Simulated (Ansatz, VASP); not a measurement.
# Two plane-wave programs on B2Pd3

```
B Pd
1.0
     4.08200    0.00000    0.00000
     0.00000    4.08200    0.00000
     0.00000    0.00000    4.08200
B Pd
2 3
Direct
  0.00000 0.00000 0.00000
  0.50000 0.50000 0.50000
  0.00000 0.50000 0.50000
  0.50000 0.00000 0.50000
  0.50000 0.50000 0.00000
```

Alike in both runs: functional PBE; k mesh 10 × 10 × 10; occupations gaussian, width 0.1 eV; no spin polarisation.

Ansatz relaxed the structure, and its values are those at the end. VASP's run is a single point on that final structure, the one shown.

|  | VASP | Ansatz |
| --- | --- | --- |
| version | VASP 6.6.1 | Ansatz 0.2.0 |
| potentials or method | VASP PAW PBE potentials, release 64 (B, Pd) | scalar-relativistic, plane waves, PAW |
| plane-wave cutoff (eV) | 520 | 420 |
| valence electrons in the cell | 36 | 60 |

```tsv
	VASP	Ansatz	Ansatz less VASP
gap on the k mesh at the Fermi level (eV)	none	none	-
pressure (GPa)	0.1	0.0	-0.15
```

A gap of «none» marks a metal or a gap that the smearing closes. The two sets of potentials don't hold the same shells in valence.
